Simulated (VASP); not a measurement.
An input for Quantum ESPRESSO's pw.x (written as the equivalent of a VASP run, and not itself run):

```
&CONTROL
  calculation = 'scf'
  pseudo_dir = './pseudo'
  outdir = './out'
  tprnfor = .true.
  tstress = .true.
/
&SYSTEM
  ibrav = 0
  nat = 2
  ntyp = 2
  ecutwfc = 88
  occupations = 'tetrahedra'
  input_dft = 'vdw-df-cx'
/
&ELECTRONS
  conv_thr = 7.3e-09
  electron_maxstep = 100
/
ATOMIC_SPECIES
  Na 22.990 Na.upf
  I 126.904 I.upf
CELL_PARAMETERS angstrom
     0.0000000    3.2312751    3.2312751
     3.2312751    0.0000000    3.2312751
     3.2312751    3.2312751   -0.0000000
ATOMIC_POSITIONS crystal
  Na   1.0000000  1.0000000  0.0000000
  I    0.5000000  0.5000000  0.5000000
K_POINTS automatic
  8 8 8 0 0 0
```

### Question
Write the VASP files for the same calculation (vdW-DF-cx).

### Answer
Several could match; the one computed here: 
File KPOINTS:
```
Automatic mesh
0
Gamma
8 8 8
0 0 0
```

**INCAR**
```
# general
SYSTEM   = NaI
PREC     = Accurate
ENCUT    = 520
LREAL    = .False.
LASPH    = .True.

# electronic loop
EDIFF    = 1E-7
NELM     = 100   # most electronic steps
ALGO     = Normal
LMAXMIX  = 4   # l cut-off of mixed one-centre charges

# smearing
ISMEAR   = -5   # tetrahedra, Bloechl

# functional
GGA      = CX
LUSE_VDW = .True.
AGGAC    = 0.0

# ions
ISIF     = 2   # forces and stress, cell fixed

# output
LWAVE    = .False.
LCHARG   = .True.
LORBIT   = 11
NEDOS    = 601
```

**POSCAR**
```
NaI
1
    0.0000000000     3.2312750701     3.2312750701
    3.2312750701     0.0000000000     3.2312750701
    3.2312750701     3.2312750701    -0.0000000000
Na I
1 1
Direct
  1.0000000000   1.0000000000   0.0000000000
  0.5000000000   0.5000000000   0.5000000000
```

POTCAR, in this order: Na_pv I (PBE.64 set). Program: vasp_std.

The two are equivalent in intent, not identical: the potentials are each code's own (VASP's PAW set, PseudoDojo norm-conserving files in pw.x), so ENCUT and ecutwfc are chosen apart and not converted; conv_thr bounds pw.x's estimated SCF error, while EDIFF bounds the energy change between steps.

The compound is NaI in the rock salt structure. It was relaxed first.
